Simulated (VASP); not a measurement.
```
LiBr
1.0
    0.00000     2.73664     2.73664
    2.73664     0.00000     2.73664
    2.73664     2.73664     0.00000
Li Br
1 1
Cartesian
  0.00000   0.00000   0.00000
  2.73664   2.73664   2.73664
```

Method: optB88-vdW, VASP's PBE PAW potentials (set 64) (plane waves; VASP). Numerical set-up: 520 eV cut-off, Gaussian smearing of 0.050 eV, potentials Li_sv Br.

Task: What does the run give for the band gap (along the path) with the smallest direct gap where there is one?

Result: 
The band gap (along the path) comes out as 5.07 eV and the smallest direct gap (along the path) comes out as 5.08 eV.

The compound is LiBr in the rock salt structure. It was relaxed first.
